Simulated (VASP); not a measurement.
Here is the system:

```
CELL_PARAMETERS angstrom
      2.71352     0.00000     0.00000
      0.00000     4.43116     0.00000
      0.00000     0.00000    23.87466
ATOMIC_POSITIONS crystal
  Mo 0.50000 0.50000 0.33926
  Mo 0.83333 0.00000 0.39284
  Mo 0.16667 0.50000 0.44642
  Mo 0.50000 0.00000 0.50000
  Mo 0.83333 0.50000 0.55358
  Mo 0.16667 0.00000 0.60716
  Mo 0.50000 0.50000 0.66073
```

Computed with PBEsol GGA, VASP's PBE PAW potentials (set 64) (plane waves; VASP). Run with PREC = Normal, EDIFF = 1E-5, 400 eV cut-off, 10×6×1 Γ-centred mesh, first-order Methfessel-Paxton smearing of 0.10 eV, potentials Mo_sv.

Q: The ions are relaxed. What does this cell relax into?

A: 
```
CELL_PARAMETERS angstrom
      2.71352     0.00000     0.00000
      0.00000     4.43116     0.00000
      0.00000     0.00000    23.87466
ATOMIC_POSITIONS crystal
  Mo 0.48024 0.50000 0.34727
  Mo 0.83111 0.00000 0.39235
  Mo 0.18023 0.50000 0.44545
  Mo 0.50000 0.00000 0.50000
  Mo 0.81977 0.50000 0.55455
  Mo 0.16889 0.00000 0.60765
  Mo 0.51976 0.50000 0.65273
```

Q: How much energy does the relaxation gain?

A: The energy (σ→0) changes by -66.6 meV/atom, in 14 ionic steps.

The cell is a thin slab with vacuum, built from Mo (bcc): (211) face.
